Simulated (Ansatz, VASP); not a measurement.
**GaSi2P: VASP beside Ansatz**

Wanted: the spread between two codes on one cell, functional and k mesh. The cell is generated by rule, not measured, and may not be a known phase. The cell is taken from a series of runs on this material, whose earlier steps may have relaxed, scaled, displaced or heated it; both programs get it as it stands.

Method: plane waves, with VASP 6.6.1 beside it; relaxation of cell and atoms at PBEsol, in Ansatz 0.2.0.

The structure was built from a prototype and need not be the compound's stable phase.

## (1) Starting point

The structure is monoclinic, space group Pm (No. 6). Conventional cell: a = 5.439 Å, b = 3.846 Å, c = 7.692 Å, α = 90.00°, β = 90.00°, γ = 90.00°. Nearest to Ga lie 1 Si at 2.35 Å and 3 P at 2.36 Å. Ga has 3 P at 2.36 Å and 1 Si at 2.36 Å nearest. Nearest to P lie 1 Si at 2.35 Å and 3 Ga at 2.36 Å. Nearest to P lie 3 Ga at 2.36 Å and 1 Si at 2.36 Å. Nearest to Si lie 3 Si at 2.35 to 2.36 Å and 1 P at 2.36 Å. Nearest to Si lie 3 Si at 2.35 to 2.36 Å and 1 Ga at 2.36 Å. It derives from GaP. Farther neighbours are not listed.

Coordinates:

```xyz
8
Lattice="3.8458 0.0000 0.0000 0.0000 5.4388 0.0000 0.0000 0.0000 7.6917" Properties=species:S:1:pos:R:3 pbc="T T T"
Ga    0.0000    0.0000    0.9573
Ga    1.9229    2.7194    2.8885
P     1.9229    1.3597    0.9573
P     0.0000    4.0791    2.8885
Si    0.0000    0.0000    4.8197
Si    1.9229    1.3597    4.8197
Si    1.9229    2.7194    6.7343
Si    0.0000    4.0791    6.7343
```

## (2) VASP: relaxation of cell and atoms, PBEsol

The relaxed volume is the usual yardstick between codes: in a stiff, nearly cubic crystal its relative difference is about their pressure difference at one cell divided by the bulk modulus.

Lines of VASP's logs that name or quote its potential files are left out, and so is its time.

INCAR

```
SYSTEM = GaSi2P
PREC = Accurate
ENCUT = 500
EDIFF = 1E-07
NELM = 120
ISMEAR = -1
SIGMA = 0.02
LREAL = .FALSE.
ALGO = Normal
GGA = PS
NBANDS = 34
LORBIT = 11
LWAVE = .FALSE.
LCHARG = .FALSE.
ISIF = 3
IBRION = 2
NSW = 80
EDIFFG = -0.005
LASPH = .TRUE.
GGA_COMPAT = .FALSE.
NELMIN = 4
EFERMI = MIDGAP
KPAR = 4
```

POSCAR

```
GaSi2P
1.0
    3.8458190000      0.0000000000      0.0000000000
    0.0000000000      5.4388100000      0.0000000000
    0.0000000000      0.0000000000      7.6916740000
Ga P Si
2 2 4
Direct
    0.0000000000      0.0000000000      0.1244626332
    0.5000001300      0.5000000000      0.3755373668
    0.5000001300      0.2500000919      0.1244626332
    0.0000000000      0.7500000919      0.3755373668
    0.0000000000      0.0000000000      0.6266121003
    0.5000001300      0.2500000919      0.6266121003
    0.5000001300      0.5000000000      0.8755373668
    0.0000000000      0.7500000919      0.8755373668
```

KPOINTS

```
Automatic mesh
0
Gamma
6 4 4
0 0 0
```

The projector-augmented-wave data sets are Ga_d, P and Si (PBE family, release 64).

Launch:

```sh
$ mpirun -np 4 vasp_std
```

Numbers of over 12 decimals in the logs are rounded to 6 here.

The program printed:

```text
[banner, memory and clock lines left out]
running    4 mpi-ranks, on    1 nodes
 distrk:  each k-point on    1 cores,    4 groups
 distr:  one band on    1 cores,    1 groups

 POSCAR found type information on POSCAR GaP Si
 POSCAR found :  3 types and       8 ions
|                                                                             |
|               ----> ADVICE to this user running VASP <----                  |
|                                                                             |
|     You enforced a specific xc type in the INCAR file but a different       |
|     [... a line on the potential file left out ...]
|     I HOPE YOU KNOW WHAT YOU ARE DOING!                                     |
|                                                                             |

 LDA part: xc-table for (Slater+PW92), standard interpolation
 POSCAR, INCAR and KPOINTS ok, starting setup
 FFT: planning ... GRIDC
 FFT: planning ... GRID_SOFT
 FFT: planning ... GRID
 WAVECAR not read
 entering main loop
       N       E                     dE             d eps       ncg     rms          rms(c)
DAV:   1     0.351815282881E+03    0.35182E+03   -0.21915E+04  2808   0.176E+03
DAV:   2     0.736159027506E+01   -0.34445E+03   -0.32970E+03  3008   0.440E+02
DAV:   3    -0.409578347849E+02   -0.48319E+02   -0.46386E+02  3256   0.130E+02
DAV:   4    -0.433526938195E+02   -0.23949E+01   -0.23757E+01  3424   0.287E+01
DAV:   5    -0.434309537412E+02   -0.78260E-01   -0.78126E-01  3924   0.493E+00    0.918E+00
DAV:   6    -0.427122763082E+02    0.71868E+00   -0.88363E-01  3926   0.114E+01    0.545E+00
DAV:   7    -0.424948146401E+02    0.21746E+00   -0.73594E-01  3338   0.424E+00    0.986E-01
DAV:   8    -0.424937742229E+02    0.10404E-02   -0.10109E-01  3468   0.331E+00    0.329E-01
DAV:   9    -0.424939506920E+02   -0.17647E-03   -0.77506E-03  4026   0.929E-01    0.124E-01
DAV:  10    -0.424940709798E+02   -0.12029E-03   -0.96202E-04  3302   0.284E-01    0.585E-02
DAV:  11    -0.424941524742E+02   -0.81494E-04   -0.14118E-04  3338   0.110E-01    0.252E-02
DAV:  12    -0.424941656206E+02   -0.13146E-04   -0.21601E-05  3442   0.616E-02    0.864E-03
DAV:  13    -0.424941673948E+02   -0.17741E-05   -0.54451E-06  3220   0.436E-02    0.212E-03
DAV:  14    -0.424941675565E+02   -0.16172E-06   -0.17956E-06  4008   0.141E-02    0.118E-03
DAV:  15    -0.424941675543E+02    0.21846E-08   -0.14789E-07  2028   0.408E-03
   1 F= -.42494168E+02 E0= -.42494168E+02  d E =-.424942E+02
[... from here on, the cycles between the ionic steps are left out ...]
   2 F= -.42570595E+02 E0= -.42570595E+02  d E =-.764279E-01
   9 F= -.42619277E+02 E0= -.42619277E+02  d E =-.294584E-02
  10 F= -.42619801E+02 E0= -.42619801E+02  d E =-.524240E-03
  11 F= -.42619802E+02 E0= -.42619802E+02  d E =-.525306E-03
  12 F= -.42620078E+02 E0= -.42620078E+02  d E =-.276532E-03
  13 F= -.42620090E+02 E0= -.42620090E+02  d E =-.288087E-03
  14 F= -.42620199E+02 E0= -.42620199E+02  d E =-.109599E-03
  15 F= -.42620254E+02 E0= -.42620254E+02  d E =-.163725E-03
  16 F= -.42620316E+02 E0= -.42620316E+02  d E =-.623610E-04
  17 F= -.42620324E+02 E0= -.42620324E+02  d E =-.708704E-04
  18 F= -.42620360E+02 E0= -.42620360E+02  d E =-.354145E-04
  19 F= -.42620369E+02 E0= -.42620369E+02  d E =-.445200E-04
 curvature:  -1.68 expect dE=-0.291E-04 dE for cont linesearch -0.155E-10
 trial: gam= 0.33800 g(F)=  0.106E-04 g(S)=  0.670E-05 ort = 0.332E-07 (trialstep = 0.101E+01)
 search vector abs. value=  0.310E-04
 bond charge predicted
       N       E                     dE             d eps       ncg     rms          rms(c)
DAV:   1    -0.426203841140E+02   -0.15153E-04   -0.24110E-03  3340   0.268E-01    0.217E-02
DAV:   2    -0.426203832633E+02    0.85070E-06   -0.92625E-05  3980   0.868E-02    0.105E-02
DAV:   3    -0.426203804151E+02    0.28481E-05   -0.77795E-06  3958   0.243E-02    0.386E-03
DAV:   4    -0.426203800598E+02    0.35533E-06   -0.18710E-06  3462   0.164E-02    0.109E-03
DAV:   5    -0.426203800138E+02    0.46056E-07   -0.23925E-07  2100   0.105E-02
  20 F= -.42620380E+02 E0= -.42620380E+02  d E =-.110040E-04
 trial-energy change:   -0.000011  1 .order   -0.000011   -0.000017   -0.000005
 step:   1.3629(harm=  1.3629)  dis= 0.00081  next Energy=   -42.620381 (dE=-0.118E-04)
 reached required accuracy - stopping structural energy minimisation
```

Parts of OUTCAR (step 2):

```text
ion  position               nearest neighbor table
   1  0.000  0.000  0.124-   8 2.35   3 2.36   3 2.36   4 2.36
   2  0.500  0.500  0.376-   4 2.36   4 2.36   6 2.36   3 2.36
   3  0.500  0.250  0.124-   7 2.35   1 2.36   1 2.36   2 2.36
   4  0.000  0.750  0.376-   2 2.36   2 2.36   5 2.36   1 2.36
   5  0.000  0.000  0.627-   8 2.35   6 2.36   6 2.36   4 2.36
   6  0.500  0.250  0.627-   7 2.35   5 2.36   5 2.36   2 2.36
   7  0.500  0.500  0.876-   3 2.35   6 2.35   8 2.36   8 2.36
   8  0.000  0.750  0.876-   1 2.35   5 2.35   7 2.36   7 2.36

  LATTYP: Found a simple orthorhombic cell.
 ALAT       =     3.8458190000
 B/A-ratio  =     1.4142137214
 C/A-ratio  =     2.0000093608

 Subroutine GETGRP returns: Found  2 space group operations
 (whereof  2 operations were pure point group operations)

The static configuration has the point symmetry C_1h.

 Found     40 irreducible k-points:

   k-points           NKPTS =     40   k-points in BZ     NKDIM =     40   number of bands    NBANDS=     34

   dimension x,y,z NGX =    28 NGY =   40 NGZ =   56
   dimension x,y,z NGXF=    56 NGYF=   80 NGZF=  112

   ENCUT  =  500.0 eV  36.75 Ry    6.06 a.u.   7.01  9.92 14.02*2*pi/ulx,y,z

   NELECT =      52.0000    total number of electrons

 k-points in reciprocal lattice and weights: Automatic mesh
   0.00000000  0.00000000  0.00000000       0.010
   0.16666667  0.00000000  0.00000000       0.021
   0.33333333  0.00000000  0.00000000       0.021
   0.50000000  0.00000000  0.00000000       0.010
   0.00000000  0.25000000  0.00000000       0.021
   0.16666667  0.25000000  0.00000000       0.042
   0.33333333  0.25000000  0.00000000       0.042
   0.50000000  0.25000000  0.00000000       0.021
   0.00000000  0.50000000  0.00000000       0.010
[...]
0.33333333  0.50000000  0.50000000       0.021
   0.50000000  0.50000000  0.50000000       0.010

 average (electrostatic) potential at core
       1 -64.6018       2 -64.6017       3 -83.0484       4 -83.0484       5 -83.6744
       6 -83.3247       7 -83.6743       8 -83.3247

 E-fermi :   5.7378

 k-point     1 :       0.0000    0.0000    0.0000
  band No.  band energies     occupation
    ...
     22       3.7633      2.00000
     23       3.9890      2.00000
     24       5.1980      2.00000
     25       5.2936      2.00000
     26       5.3283      2.00000
     27       6.1710      0.00000
     28       6.3114      0.00000
     29       7.4105      0.00000
     30       8.0722      0.00000
     31       8.1087      0.00000
    ...

 k-point     2 :       0.1667    0.0000    0.0000
  band No.  band energies     occupation
    ...
     22       3.0385      2.00000
     23       3.0679      2.00000
     24       3.6980      2.00000
     25       4.5269      2.00000
     26       5.1021      2.00000
     27       6.4585      0.00000
     28       7.7817      0.00000
     29       7.9449      0.00000
     30       8.2883      0.00000
     31       8.3308      0.00000
    ...

 k-point     3 :       0.3333    0.0000    0.0000
  band No.  band energies     occupation
    ...
     22       2.1592      2.00000
     23       2.3460      2.00000
     24       3.0054      2.00000
     25       3.4492      2.00000
     26       4.7664      2.00000
     27       6.6635      0.00000
     28       6.6812      0.00000
     29       7.1487      0.00000
     30       7.2437      0.00000
     31       7.2719      0.00000
    ...

  Total       -0.0047402     -0.0023467     -0.0170525      0.0000000     -0.0033543      0.0000000
  in kB       -0.0472977     -0.0234151     -0.1701491      0.0000000     -0.0334694      0.0000000
  external PRESSURE =      -0.0802873 kB  Pullay stress =       0.0000000 kB

  energy-cutoff  :      500.00
  volume of cell :      160.57
      direct lattice vectors                 reciprocal lattice vectors
     3.842912122  0.000000000  0.000000000     0.260219325  0.000000000  0.000000000
     0.000000000  5.437615894  0.000072019     0.000000000  0.183904126 -0.000002710
     0.000000000  0.000113232  7.684225889     0.000000000 -0.000001724  0.130136726

 POSITION                                       TOTAL-FORCE (eV/Angst)
 -----------------------------------------------------------------------------------
      0.00000      0.05775      0.91875         0.000000     -0.000840     -0.000058
      1.92146      2.77654      2.93158         0.000000     -0.000508      0.000455
      1.92146      1.44484      0.97178         0.000000      0.001289      0.001966
      0.00000      4.16363      2.87856         0.000000      0.002796      0.000187
      0.00000      5.36975      4.80294         0.000000      0.000563     -0.000103
      1.92146      1.28435      4.82139         0.000000     -0.002759      0.000905
      1.92146      2.65091      6.73186         0.000000      0.002346     -0.001828
      0.00000      4.00315      6.71337         0.000000     -0.002887     -0.001523
 -----------------------------------------------------------------------------------
    total drift:                               -0.000300      0.000874      0.000102

  FREE ENERGIE OF THE ION-ELECTRON SYSTEM (eV)
  ---------------------------------------------------
  free  energy   TOTEN  =       -42.6203800138 eV

  energy  without entropy=      -42.6203800137  energy(sigma->0) =      -42.62038001

 reached required accuracy - stopping structural energy minimisation

 total charge
# of ion       s       p       d       tot
------------------------------------------
    1        0.882   0.862   9.996  11.740
    2        0.882   0.862   9.996  11.740
    3        1.019   1.507   0.000   2.526
    4        1.019   1.507   0.000   2.526
    5        0.750   0.920   0.000   1.669
    6        0.755   0.943   0.000   1.698
    7        0.750   0.920   0.000   1.669
    8        0.755   0.943   0.000   1.698
--------------------------------------------------
tot          6.811   8.462  19.993  35.266

[... 3 further parts left out ...]
```

The run keeps the 2 symmetry operations of its start, so it cannot find a distortion of lower symmetry.

[end of part 1 of 2]

[Lines on the potential files, build, host, timing and source positions are cut from VASP's logs without a mark.]

[Logs are printed without paths, hosts, clocks, repeated set-up lines and the standing remarks that a program may print on its own settings, such as how far it seeks lower states.]

[Hosts, paths, dates, database ids (printed as entryN), source tags and the programs' standing remarks are cut or masked in the printed files.]
